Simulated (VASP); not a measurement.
Output of a VASP run:

File OSZICAR:
```
...
       N       E                     dE             d eps       ncg     rms          rms(c)
DAV:   1    -0.273434009355E+03   -0.12662E-03   -0.47912E-02   704   0.376E-01    0.122E-01
RMM:   2    -0.273434271243E+03   -0.26189E-03   -0.33384E-03   656   0.114E-01    0.327E-02
RMM:   3    -0.273434352585E+03   -0.81342E-04   -0.81434E-04   715   0.561E-02    0.277E-02
RMM:   4    -0.273434358706E+03   -0.61214E-05   -0.11926E-04   612   0.229E-02    0.236E-02
RMM:   5    -0.273434355483E+03    0.32232E-05   -0.36629E-05   475   0.117E-02
  26 F= -.27343436E+03 E0= -.27343436E+03  d E =-.173396E-02  mag=     1.0000
       N       E                     dE             d eps       ncg     rms          rms(c)
DAV:   1    -0.273435140089E+03   -0.78138E-03   -0.60764E-02   672   0.423E-01    0.137E-01
RMM:   2    -0.273435477262E+03   -0.33717E-03   -0.42596E-03   656   0.127E-01    0.373E-02
RMM:   3    -0.273435577369E+03   -0.10011E-03   -0.10254E-03   709   0.625E-02    0.307E-02
RMM:   4    -0.273435582425E+03   -0.50557E-05   -0.14367E-04   631   0.257E-02    0.219E-02
RMM:   5    -0.273435581480E+03    0.94459E-06   -0.41140E-05   484   0.128E-02
  27 F= -.27343558E+03 E0= -.27343558E+03  d E =-.122600E-02  mag=     1.0000
       N       E                     dE             d eps       ncg     rms          rms(c)
DAV:   1    -0.273435317256E+03    0.26517E-03   -0.96499E-02   704   0.532E-01    0.172E-01
RMM:   2    -0.273435862315E+03   -0.54506E-03   -0.67949E-03   656   0.160E-01    0.468E-02
RMM:   3    -0.273436020616E+03   -0.15830E-03   -0.16160E-03   709   0.787E-02    0.392E-02
RMM:   4    -0.273436028434E+03   -0.78186E-05   -0.22912E-04   677   0.324E-02    0.280E-02
RMM:   5    -0.273436026838E+03    0.15960E-05   -0.65672E-05   585   0.162E-02
  28 F= -.27343603E+03 E0= -.27343603E+03  d E =-.167136E-02  mag=     1.0000
       N       E                     dE             d eps       ncg     rms          rms(c)
DAV:   1    -0.273436247305E+03   -0.21887E-03   -0.72851E-02   672   0.459E-01    0.147E-01
RMM:   2    -0.273436675278E+03   -0.42797E-03   -0.51896E-03   656   0.139E-01    0.382E-02
RMM:   3    -0.273436803019E+03   -0.12774E-03   -0.12449E-03   718   0.679E-02    0.336E-02
RMM:   4    -0.273436809221E+03   -0.62018E-05   -0.16672E-04   635   0.274E-02    0.258E-02
RMM:   5    -0.273436806686E+03    0.25353E-05   -0.47118E-05   499   0.137E-02
  29 F= -.27343681E+03 E0= -.27343681E+03  d E =-.779847E-03  mag=     1.0000
       N       E                     dE             d eps       ncg     rms          rms(c)
DAV:   1    -0.273436717629E+03    0.91592E-04   -0.31898E-02   736   0.303E-01    0.988E-02
RMM:   2    -0.273436902534E+03   -0.18490E-03   -0.22840E-03   656   0.919E-02    0.262E-02
RMM:   3    -0.273436960428E+03   -0.57894E-04   -0.56161E-04   721   0.454E-02    0.220E-02
RMM:   4    -0.273436963282E+03   -0.28541E-05   -0.74546E-05   537   0.183E-02
  30 F= -.27343696E+03 E0= -.27343696E+03  d E =-.936444E-03  mag=     1.0000
       N       E                     dE             d eps       ncg     rms          rms(c)
DAV:   1    -0.273437406412E+03   -0.44598E-03   -0.26662E-02   672   0.280E-01    0.943E-02
RMM:   2    -0.273437550404E+03   -0.14399E-03   -0.17886E-03   656   0.848E-02    0.248E-02
RMM:   3    -0.273437586401E+03   -0.35998E-04   -0.37962E-04   714   0.401E-02    0.199E-02
RMM:   4    -0.273437586395E+03    0.68212E-08   -0.50927E-05   515   0.163E-02
  31 F= -.27343759E+03 E0= -.27343759E+03  d E =-.623113E-03  mag=     1.0000
```

OUTCAR:
```
------------------------ aborting loop because EDIFF is reached ----------------------------------------
  FORCE on cell =-STRESS in cart. coord.  units (eV):
  Direction    XX          YY          ZZ          XY          YZ          ZX
  --------------------------------------------------------------------------------------
  Total       -6.0126769     -5.9926496     -6.0433580      2.4036734     -2.3851540     -2.3740492
  in kB       -5.5755362     -5.5569650     -5.6039867      2.2289187     -2.2117457     -2.2014482
  external PRESSURE =      -5.5788293 kB  Pullay stress =       0.0000000 kB
  volume of cell :     1727.79
      direct lattice vectors                 reciprocal lattice vectors
    11.999521734  0.000000000  0.000000000     0.083336655  0.000000000  0.000000000
     0.000000000 11.999521734  0.000000000     0.000000000  0.083336655  0.000000000
     0.000000000  0.000000000 11.999521734     0.000000000  0.000000000  0.083336655
  FREE ENERGIE OF THE ION-ELECTRON SYSTEM (eV)
  ---------------------------------------------------
  free  energy   TOTEN  =      -273.4375863946 eV

  energy  without entropy=     -273.4375863917  energy(sigma->0) =     -273.43758639

 total charge

# of ion       s       p       d       tot
------------------------------------------
    1        1.167   1.357   0.216   2.740
    2        1.173   1.341   0.212   2.725
    3        1.167   1.357   0.216   2.741
    4        1.169   1.364   0.218   2.752
    5        1.165   1.364   0.218   2.747
    6        1.169   1.349   0.214   2.732
    7        1.166   1.355   0.217   2.737
    8        1.177   1.277   0.200   2.654
    9        1.192   1.288   0.218   2.698
   10        1.169   1.348   0.213   2.730
   11        1.176   1.279   0.201   2.656
   12        1.165   1.364   0.218   2.748
   13        1.169   1.364   0.218   2.751
   14        1.167   1.357   0.216   2.740
   15        1.173   1.343   0.213   2.728
   16        1.176   1.277   0.200   2.653
   17        1.192   1.288   0.217   2.697
   18        1.169   1.349   0.214   2.731
   19        1.173   1.375   0.223   2.772
   20        1.263   1.175   0.215   2.654
   21        1.190   1.291   0.218   2.700
   22        1.173   1.343   0.213   2.729
   23        1.173   1.375   0.223   2.771
   24        1.176   1.275   0.200   2.652
   25        1.167   1.358   0.216   2.742
   26        1.167   1.357   0.216   2.740
   27        1.177   1.278   0.201   2.656
   28        1.165   1.365   0.218   2.749
   29        1.173   1.376   0.223   2.772
   30        1.176   1.275   0.200   2.652
   31        1.167   1.358   0.216   2.742
   32        1.169   1.364   0.218   2.752
   33        1.036   1.474   0.000   2.510
   34        1.038   1.456   0.000   2.493
   35        1.033   1.466   0.000   2.500
   36        1.032   1.478   0.000   2.510
   37        1.037   1.459   0.000   2.496
   38        1.032   1.468   0.000   2.500
   39        1.031   1.473   0.000   2.504
   40        1.058   1.406   0.000   2.463
   41        1.037   1.458   0.000   2.495
   42        1.038   1.456   0.000   2.494
   43        1.032   1.478   0.000   2.510
   44        1.033   1.466   0.000   2.500
   45        1.034   1.476   0.000   2.510
   46        1.036   1.474   0.000   2.510
   47        1.037   1.457   0.000   2.494
   48        1.057   1.406   0.000   2.464
...
```
(Selected blocks of OUTCAR.)

POSCAR:
```
In32P33
1
   11.9995217336    -0.0000000000    -0.0000000000
   -0.0000000000    11.9995217336     0.0000000000
    0.0000000000     0.0000000000    11.9995217336
In P
32 33
Direct
  0.4995171014   0.0011851569   0.9989189020
  0.7492997502   0.2510309308   0.9999828040
  0.7507442704   0.0003229447   0.2487302522
  0.0001449630   0.0004728765   0.0009659436
  0.2502241091   0.2501188885   0.9915822611
  0.5022688139   0.5022014248   0.9921303073
  0.7479856822   0.7481635237   0.0020287828
  0.2502716691   0.0045157169   0.2477983197
  0.5081795665   0.2582102877   0.2384403500
  0.7523506633   0.4995677608   0.2484008527
  0.5013416288   0.0044131910   0.4996794511
  0.7538761770   0.2515738417   0.4972665404
  0.7496828402   0.9992467363   0.7512426680
  0.0009326203   0.4991242063   0.9978444423
  0.2519373711   0.7501894367   0.9993660785
  0.0044784936   0.2470265887   0.2457586838
  0.2566601821   0.5110893729   0.2319060046
  0.4993336673   0.7496004664   0.2484540574
  0.9919295033   0.9903672823   0.4940525814
  0.2127375393   0.2041119006   0.5236702571
  0.5218610298   0.5183986582   0.4994722419
  0.7530049124   0.7530271746   0.4959611900
  0.2549840981   0.9895017461   0.7565389740
  0.5055150791   0.2441794398   0.7432121988
  0.7552787623   0.4990523725   0.7507781758
  0.9998016101   0.7519085493   0.2493393781
  0.0047937629   0.5027068446   0.5011741232
  0.2520154845   0.7518163077   0.4978337477
  0.9903840552   0.2553950438   0.7571208734
  0.2451772491   0.5052476037   0.7433361125
  0.4990639521   0.7549487927   0.7512035943
  0.9982910643   0.7499627789   0.7514889140
  0.6260517525   0.1239453280   0.1236270645
  0.8791239271   0.3751675388   0.1262192644
  0.8786265225   0.1271421273   0.3728198995
  0.1285966349   0.1270631056   0.1208543608
  0.3755578666   0.3752544940   0.1169672362
  0.6232673019   0.6218498742   0.1252510247
  0.8743048332   0.8752727013   0.1244669438
  0.3703995821   0.1463486109   0.3811214929
  0.6265323977   0.3762733955   0.3750345222
  0.8782107203   0.6229330188   0.3732172911
  0.6311543983   0.1242423291   0.6205524746
  0.8782181204   0.3760304689   0.6209626469
  0.8725912821   0.1243169923   0.8779109439
  0.1212355572   0.6291889719   0.1206919467
  0.3755256215   0.8775721561   0.1261051891
  0.1502476474   0.3737147020   0.3838075051
  0.3764163184   0.6220221275   0.3761025231
  0.6225408128   0.8771533877   0.3725658237
  0.0962040372   0.0960267246   0.6531779503
  0.3726861965   0.3763963956   0.6087372411
  0.6354496632   0.6352142496   0.6330858468
  0.8728993307   0.8735030641   0.6259380437
  0.3767348771   0.1253601157   0.8696814708
  0.6246499958   0.3738748563   0.8690684590
  0.8751483309   0.6245858920   0.8767879361
  0.1286194337   0.8772066053   0.3727424313
  0.1239278256   0.6313900738   0.6219667042
  0.3765396212   0.8771644801   0.6210876043
  0.1258199857   0.3771344949   0.8699691207
  0.3740310700   0.6248543488   0.8697121909
  0.6248956364   0.8759056207   0.8768613828
  0.1240362024   0.8728423633   0.8777537538
  0.3351228248   0.3510235393   0.4258896472
```

Task: Reconstruct the remaining input files.

Result: One answer among several that fit: the input of the run itself, PBE GGA, plane waves, VASP's PBE PAW potentials (set 64).

File KPOINTS:
```
Automatic mesh
0
Gamma
1 1 1
0 0 0
```

INCAR:
```
# general
SYSTEM  = In32P33
PREC    = Normal
ENCUT   = 400   # plane-wave cut-off (eV)
LREAL   = Auto   # projection in real space or not
LASPH   = .True.   # aspherical one-centre terms
ISYM    = 0
NELECT  = 259.0

# electronic loop
EDIFF   = 1E-5
NELM    = 100
NELMIN  = 4
ALGO    = Fast
LMAXMIX = 4   # l cut-off of mixed one-centre charges

# smearing
ISMEAR  = 0
SIGMA   = 0.05

# functional
GGA     = PE

# spin
ISPIN   = 2   # spin-polarised
MAGMOM  = 65*0.0154
NUPDOWN = 1

# ions
IBRION  = 2   # conjugate gradients
NSW     = 120   # most ionic steps
ISIF    = 2
EDIFFG  = -0.03   # ionic stop

# output
LWAVE   = .False.
LCHARG  = .False.
LORBIT  = 10
```

POTCAR, in this order: In P (PBE.64 set). Program: vasp_gam.

The cell is charged, with a uniform compensating background. The supercell is sampled at Γ alone, which is coarse: total energies, pressure and levels can be off, energies of defects by several tenths of an eV.

The cell is a supercell with a defect, built from InP (zinc blende): P_i, charge +2.
